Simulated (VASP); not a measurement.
Here is a VASP 6.6.1 calculation.

File INCAR:

```
PREC = Accurate
ENCUT = 520
EDIFF = 1E-7
ISMEAR = 0
SIGMA = 0.03
LREAL = False
LASPH = True
NELM = 80
ALGO = Normal
ISIF = 2
LWAVE = False
LCHARG = False
METAGGA = R2SCAN
LMIXTAU = True
NBANDS = 16
```

KPOINTS

```
Automatic mesh
0
Gamma
  12 12 6
```

Contents of POSCAR:

```
AlN                                     
1.0
    3.1278661649      0.0000000000      0.0000000000
   -1.5639330824      2.7088115564     -0.0000000000
    0.0000000000     -0.0000000000      5.0159256221
  Al              N             
     2     2
Direct
     0.3333333300000021    0.6666666699999979    0.9992990152342794
     0.6666666699999979    0.3333333300000021    0.4992990152342794
     0.3333333300000021    0.6666666699999979    0.3807009847657231
     0.6666666699999979    0.3333333300000021    0.8807009847657231
```

KPOINTS_OPT

```
explicit points
186
Reciprocal
 0.0000000000  0.0000000000  0.0000000000 1
 0.0263157895  0.0000000000  0.0000000000 1
 0.0526315789  0.0000000000  0.0000000000 1
 0.0789473684  0.0000000000  0.0000000000 1
 0.1052631579  0.0000000000  0.0000000000 1
 0.1315789474  0.0000000000  0.0000000000 1
[... 178 lines left out ...]
 0.5000000000  0.0000000000  0.5000000000 1
 0.5000000000  0.0000000000  0.0000000000 1
```

Potentials or basis: VASP PAW PBE potentials, release 64 (Al, N).

Run with:

```bash
$ cat potpaw_PBE.64/Al/POTCAR potpaw_PBE.64/N/POTCAR > POTCAR
$ mpirun -np 1 vasp_std > vasp.out
```

Predict the band gap on the k mesh.

4.73 eV, direct.

Predict the pressure.

-4.6 GPa.

Predict the band gap along the path.

4.73 eV, direct.

Stress tensor (GPa, compression positive):
```
-4.70  0.00  0.00
 0.00 -4.70  0.00
 0.00  0.00 -4.54
```

Caveat: the PAW data sets were made with another functional, which shifts forces and pressure a little.

**What was measured.**

From “Structural and optical properties of self-assembled AlN nanowires grown on SiO2/Si substrates by molecular beam epitaxy”, 2024, arxiv:2402.00216, for a bulk crystal of AlN at 0 K: band gap 6.0343 eV (an exciton energy, a little under the gap).

Against the measured gap of AlN, 6.0343 eV (an exciton energy, a little under the gap; 0 K; quoted in “Structural and optical properties of self-assembled AlN nanowires grown on SiO2/Si substrates by molecular beam epitaxy”, 2024, arxiv:2402.00216), the calculated 4.73 eV is off by -1.30 eV. 2 values of this kind are on record (6.034 to 6.0343 eV); this one was drawn at random. The value is that of r2SCAN, without temperature or zero-point motion.
